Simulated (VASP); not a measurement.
These are PBEsol GGA, VASP's PBE PAW potentials (set 64) (plane waves; VASP 6.6.1) values and carry that method's errors.

Input for VASP

File POSCAR:
```
BeSe(110) slab
1
    5.1340816312     0.0000000000     0.0000000000
    0.0000000000     3.6303440811    -0.0000000000
   -0.0000000000    -0.0000000000    25.8737607391
Be Se
6 6
Direct
  0.0000000000   0.0000000000   0.6753870000
  0.5000000000   0.5000000000   0.6052320000
  0.0000000000   0.0000000000   0.5350770000
  0.5000000000   0.5000000000   0.4649230000
  0.0000000000   0.0000000000   0.3947680000
  0.5000000000   0.5000000000   0.3246130000
  0.2500000000   0.0000000000   0.6052320000
  0.7500000000   0.5000000000   0.6753870000
  0.2500000000   0.0000000000   0.4649230000
  0.7500000000   0.5000000000   0.5350770000
  0.2500000000   0.0000000000   0.3246130000
  0.7500000000   0.5000000000   0.3947680000
```

**KPOINTS**
```
Regular mesh
0
gamma
  4 6 1
0 0 0
```

**INCAR**
```
SYSTEM = BeSe(110) slab
PREC = Normal
ENCUT = 400
EDIFF = 1E-5
NELM = 100
ALGO = Normal
LREAL = .FALSE.
LASPH = .TRUE.
ISMEAR = 0
SIGMA = 0.05
GGA = PS
LMAXMIX = 4
LWAVE = .TRUE.
LCHARG = .FALSE.
NELMIN = 4
LDIPOL = .TRUE.
IDIPOL = 3
DIPOL = 0.5 0.5 0.5
IBRION = 2
ISIF = 2
NSW = 50
EDIFFG = -0.03
```

POTCAR, in this order: Be Se (PBE.64 set). Program: vasp_std.

The run wrote:

### OUTCAR
```
 ion  position               nearest neighbor table
   1  0.000  0.000  0.675-   8 2.22   8 2.22   7 2.22
   2  0.500  0.500  0.605-   7 2.22   7 2.22  10 2.22   8 2.22
   3  0.000  0.000  0.535-   9 2.22  10 2.22  10 2.22   7 2.22
   4  0.500  0.500  0.465-  10 2.22   9 2.22   9 2.22  12 2.22
   5  0.000  0.000  0.395-  12 2.22  12 2.22   9 2.22  11 2.22
   6  0.500  0.500  0.325-  11 2.22  11 2.22  12 2.22
   7  0.250  0.000  0.605-   2 2.22   2 2.22   3 2.22   1 2.22
   8  0.750  0.500  0.675-   1 2.22   1 2.22   2 2.22
   9  0.250  0.000  0.465-   3 2.22   4 2.22   4 2.22   5 2.22
  10  0.750  0.500  0.535-   4 2.22   3 2.22   3 2.22   2 2.22
  11  0.250  0.000  0.325-   6 2.22   6 2.22   5 2.22
  12  0.750  0.500  0.395-   5 2.22   5 2.22   6 2.22   4 2.22
  LATTYP: Found a simple orthorhombic cell.
 ALAT       =     3.6303440811
 B/A-ratio  =     1.4142135061
 C/A-ratio  =     7.1270822162
 Subroutine PRICEL returns:
 Original cell was already a primitive cell.
 Subroutine GETGRP returns: Found  4 space group operations
The static configuration has the point symmetry C_1h.
 The point group associated with its full space group is C_2v.
The dynamic configuration has the point symmetry C_1h.
 Subroutine INISYM returns: Found  4 space group operations
 Subroutine IBZKPT returns following result:
...
```

**OSZICAR**
```
...
DAV:   5    -0.550456790793E+02   -0.21843E-03   -0.44591E-04   898   0.937E-02    0.294E-02
DAV:   6    -0.550456849890E+02   -0.59097E-05   -0.92447E-05   898   0.397E-02
   4 F= -.55045685E+02 E0= -.55045685E+02  d E =-.174753E+00
       N       E                     dE             d eps       ncg     rms          rms(c)
DAV:   1    -0.551122622770E+02   -0.66583E-01   -0.15567E+01   744   0.172E+01    0.174E+00
DAV:   2    -0.551709701635E+02   -0.58708E-01   -0.75190E-01   920   0.370E+00    0.647E-01
DAV:   3    -0.551715283205E+02   -0.55816E-03   -0.24634E-02   937   0.748E-01    0.482E-01
DAV:   4    -0.551725818326E+02   -0.10535E-02   -0.44740E-03   912   0.310E-01    0.195E-01
DAV:   5    -0.551733260579E+02   -0.74423E-03   -0.14109E-03   898   0.166E-01    0.494E-02
DAV:   6    -0.551733569879E+02   -0.30930E-04   -0.22093E-04   912   0.621E-02    0.346E-02
DAV:   7    -0.551733900482E+02   -0.33060E-04   -0.51260E-05   905   0.286E-02    0.109E-02
DAV:   8    -0.551734085403E+02   -0.18492E-04   -0.14119E-05   626   0.164E-02    0.372E-03
DAV:   9    -0.551734182297E+02   -0.96894E-05   -0.46625E-06   610   0.886E-03
   5 F= -.55173418E+02 E0= -.55173418E+02  d E =-.302486E+00
       N       E                     dE             d eps       ncg     rms          rms(c)
DAV:   1    -0.551959521919E+02   -0.22544E-01   -0.23905E+00   744   0.679E+00    0.719E-01
DAV:   2    -0.552074724675E+02   -0.11520E-01   -0.12906E-01   912   0.153E+00    0.255E-01
DAV:   3    -0.552073705574E+02    0.10191E-03   -0.20414E-03   930   0.236E-01    0.188E-01
DAV:   4    -0.552074721872E+02   -0.10163E-03   -0.11321E-03   912   0.163E-01    0.557E-02
DAV:   5    -0.552075334076E+02   -0.61220E-04   -0.27016E-04   905   0.740E-02    0.256E-02
DAV:   6    -0.552075377283E+02   -0.43206E-05   -0.91990E-06   624   0.160E-02
   6 F= -.55207538E+02 E0= -.55207538E+02  d E =-.341195E-01
       N       E                     dE             d eps       ncg     rms          rms(c)
DAV:   1    -0.552089825793E+02   -0.14492E-02   -0.44149E-01   744   0.292E+00    0.305E-01
DAV:   2    -0.552111482794E+02   -0.21657E-02   -0.24222E-02   912   0.664E-01    0.108E-01
DAV:   3    -0.552111232879E+02    0.24991E-04   -0.37407E-04   930   0.102E-01    0.800E-02
DAV:   4    -0.552111411262E+02   -0.17838E-04   -0.22573E-04   912   0.731E-02    0.237E-02
DAV:   5    -0.552111532459E+02   -0.12120E-04   -0.54784E-05   897   0.335E-02    0.116E-02
DAV:   6    -0.552111547633E+02   -0.15173E-05   -0.19661E-06   624   0.738E-03
   7 F= -.55211155E+02 E0= -.55211155E+02  d E =-.377365E-01
       N       E                     dE             d eps       ncg     rms          rms(c)
DAV:   1    -0.552258375868E+02   -0.14684E-01   -0.45823E-01   744   0.323E+00    0.223E-01
DAV:   2    -0.552264517510E+02   -0.61416E-03   -0.99234E-03   912   0.454E-01    0.105E-01
DAV:   3    -0.552264616596E+02   -0.99086E-05   -0.44591E-04   945   0.103E-01    0.722E-02
DAV:   4    -0.552264867570E+02   -0.25097E-04   -0.16756E-04   905   0.687E-02    0.175E-02
DAV:   5    -0.552264964059E+02   -0.96488E-05   -0.58168E-05   912   0.346E-02
   8 F= -.55226496E+02 E0= -.55226496E+02  d E =-.153416E-01
       N       E                     dE             d eps       ncg     rms          rms(c)
DAV:   1    -0.552295422504E+02   -0.30555E-02   -0.26860E-01   744   0.248E+00    0.177E-01
DAV:   2    -0.552299081616E+02   -0.36591E-03   -0.59076E-03   912   0.349E-01    0.797E-02
DAV:   3    -0.552299165598E+02   -0.83981E-05   -0.26310E-04   945   0.796E-02    0.542E-02
DAV:   4    -0.552299336312E+02   -0.17071E-04   -0.96239E-05   912   0.526E-02    0.131E-02
DAV:   5    -0.552299418048E+02   -0.81736E-05   -0.31033E-05   784   0.266E-02
   9 F= -.55229942E+02 E0= -.55229942E+02  d E =-.187870E-01
       N       E                     dE             d eps       ncg     rms          rms(c)
DAV:   1    -0.552306055096E+02   -0.67188E-03   -0.11039E+00   744   0.456E+00    0.475E-01
DAV:   2    -0.552357741083E+02   -0.51686E-02   -0.63735E-02   912   0.108E+00    0.169E-01
DAV:   3    -0.552355256460E+02    0.24846E-03   -0.11240E-03   936   0.189E-01    0.130E-01
DAV:   4    -0.552354431057E+02    0.82540E-04   -0.53728E-04   920   0.125E-01    0.504E-02
DAV:   5    -0.552354715419E+02   -0.28436E-04   -0.18936E-04   898   0.614E-02    0.142E-02
DAV:   6    -0.552354735906E+02   -0.20487E-05   -0.30911E-06   624   0.951E-03
  10 F= -.55235474E+02 E0= -.55235474E+02  d E =-.553179E-02
       N       E                     dE             d eps       ncg     rms          rms(c)
DAV:   1    -0.552354773202E+02   -0.57783E-05   -0.64353E-03   772   0.349E-01    0.391E-02
DAV:   2    -0.552355099298E+02   -0.32610E-04   -0.38339E-04   912   0.835E-02    0.118E-02
DAV:   3    -0.552355091111E+02    0.81865E-06   -0.57287E-06   624   0.152E-02    0.861E-03
DAV:   4    -0.552355107385E+02   -0.16274E-05   -0.61681E-06   617   0.141E-02
  11 F= -.55235511E+02 E0= -.55235511E+02  d E =-.556893E-02
       N       E                     dE             d eps       ncg     rms          rms(c)
DAV:   1    -0.552356563017E+02   -0.14719E-03   -0.37870E-01   744   0.267E+00    0.266E-01
DAV:   2    -0.552376040676E+02   -0.19478E-02   -0.22641E-02   912   0.632E-01    0.101E-01
DAV:   3    -0.552375454270E+02    0.58641E-04   -0.34743E-04   914   0.960E-02    0.744E-02
DAV:   4    -0.552375044060E+02    0.41021E-04   -0.16544E-04   912   0.601E-02    0.286E-02
DAV:   5    -0.552375077571E+02   -0.33511E-05   -0.39871E-05   858   0.286E-02
  12 F= -.55237508E+02 E0= -.55237508E+02  d E =-.199702E-02
       N       E                     dE             d eps       ncg     rms          rms(c)
DAV:   1    -0.552375055630E+02   -0.11570E-05   -0.84871E-04   877   0.128E-01    0.164E-02
DAV:   2    -0.552375104012E+02   -0.48382E-05   -0.64951E-05   912   0.330E-02    0.381E-03
DAV:   3    -0.552375106151E+02   -0.21397E-06   -0.13107E-06   540   0.610E-03    0.249E-03
DAV:   4    -0.552375110735E+02   -0.45832E-06   -0.39710E-07   491   0.309E-03
  13 F= -.55237511E+02 E0= -.55237511E+02  d E =-.200033E-02
       N       E                     dE             d eps       ncg     rms          rms(c)
DAV:   1    -0.552380397012E+02   -0.52909E-03   -0.21126E-01   744   0.199E+00    0.199E-01
DAV:   2    -0.552390103991E+02   -0.97070E-03   -0.11747E-02   920   0.451E-01    0.778E-02
DAV:   3    -0.552389707729E+02    0.39626E-04   -0.20151E-04   905   0.772E-02    0.548E-02
DAV:   4    -0.552389505305E+02    0.20242E-04   -0.10456E-04   912   0.505E-02    0.260E-02
DAV:   5    -0.552389549444E+02   -0.44139E-05   -0.34899E-05   811   0.259E-02
  14 F= -.55238955E+02 E0= -.55238955E+02  d E =-.144387E-02
       N       E                     dE             d eps       ncg     rms          rms(c)
DAV:   1    -0.552389189621E+02    0.31568E-04   -0.39590E-02   744   0.861E-01    0.881E-02
DAV:   2    -0.552391034559E+02   -0.18449E-03   -0.22537E-03   920   0.196E-01    0.335E-02
DAV:   3    -0.552390980156E+02    0.54403E-05   -0.42377E-05   841   0.349E-02    0.228E-02
DAV:   4    -0.552390951884E+02    0.28272E-05   -0.15132E-05   640   0.200E-02
  15 F= -.55239095E+02 E0= -.55239095E+02  d E =-.158411E-02
       N       E                     dE             d eps       ncg     rms          rms(c)
DAV:   1    -0.552392237714E+02   -0.12576E-03   -0.12566E-01   744   0.151E+00    0.144E-01
DAV:   2    -0.552398136236E+02   -0.58985E-03   -0.69292E-03   905   0.341E-01    0.569E-02
DAV:   3    -0.552397981840E+02    0.15440E-04   -0.10902E-04   914   0.545E-02    0.415E-02
DAV:   4    -0.552397914689E+02    0.67151E-05   -0.67963E-05   824   0.409E-02
  16 F= -.55239791E+02 E0= -.55239791E+02  d E =-.696281E-03
```

**OUTCAR**
```
------------------------ aborting loop because EDIFF is reached ----------------------------------------
  FORCE on cell =-STRESS in cart. coord.  units (eV):
  Direction    XX          YY          ZZ          XY          YZ          ZX
  --------------------------------------------------------------------------------------
  Total       -0.7445783     -1.6366329     -0.2834070      0.0000000      0.0000000      0.0000000
  in kB       -2.4737217     -5.4374057     -0.9415665      0.0000000      0.0000000      0.0000000
  external PRESSURE =      -2.9508979 kB  Pullay stress =       0.0000000 kB
  volume of cell :      482.25
      direct lattice vectors                 reciprocal lattice vectors
     5.134081631  0.000000000  0.000000000     0.194776802  0.000000000  0.000000000
     0.000000000  3.630344081  0.000000000     0.000000000  0.275455984  0.000000000
     0.000000000  0.000000000 25.873760739     0.000000000  0.000000000  0.038649194
 POSITION                                       TOTAL-FORCE (eV/Angst)
 -----------------------------------------------------------------------------------
      4.83874      0.00000     17.04306         0.008980      0.000000     -0.014450
      2.65468      1.81517     15.73690        -0.012277      0.000000     -0.004564
      0.07667      0.00000     13.82015        -0.010012      0.000000      0.019296
      2.64371      1.81517     12.05361        -0.010012      0.000000     -0.019296
      0.08764      0.00000     10.13686        -0.012277      0.000000      0.004564
      2.27170      1.81517      8.83070         0.008980      0.000000      0.014450
      1.36397      0.00000     15.65485         0.000037      0.000000      0.003241
      3.83586      1.81517     17.61930         0.010981      0.000000     -0.011180
      1.34879      0.00000     12.00599         0.002291      0.000000     -0.000829
      3.91583      1.81517     13.86777         0.002291      0.000000      0.000829
      1.26882      0.00000      8.25446         0.010981      0.000000      0.011180
      3.93102      1.81517     10.21892         0.000037      0.000000     -0.003241
 -----------------------------------------------------------------------------------
    total drift:                                0.000710      0.000000     -0.000000
  FREE ENERGIE OF THE ION-ELECTRON SYSTEM (eV)
  ---------------------------------------------------
  free  energy   TOTEN  =       -55.2397914689 eV

  energy  without entropy=      -55.2397914689  energy(sigma->0) =      -55.23979147

 reached required accuracy - stopping structural energy minimisation
```
(Selected blocks of OUTCAR.)

CONTCAR:
```
BeSe(110) slab
   1.00000000000000
     5.1340816311999999    0.0000000000000000    0.0000000000000000
     0.0000000000000000    3.6303440811000001    0.0000000000000000
     0.0000000000000000    0.0000000000000000   25.8737607390999997
  Be              Se
     6     6
Direct
     0.9424751262742318    0.0000000000000000    0.6587004009904444
     0.5170703490701248    0.5000000000000000    0.6082185356812503
     0.0149332709679467    0.0000000000000000    0.5341377561039429
     0.5149332709679465    0.5000000000000000    0.4658622438960572
     0.0170703490701247    0.0000000000000000    0.3917814643187495
     0.4424751262742315    0.5000000000000000    0.3412995990095556
     0.2656706743446701    0.0000000000000000    0.6050471425733496
     0.7471374063550492    0.5000000000000000    0.6809718903159100
     0.2627131729879781    0.0000000000000000    0.4640217896241117
     0.7627131729879778    0.5000000000000000    0.5359782103758882
     0.2471374063550490    0.0000000000000000    0.3190281096840900
     0.7656706743446701    0.5000000000000000    0.3949528574266503
```

The cell is a thin slab with vacuum, built from BeSe (zinc blende): (110) face.
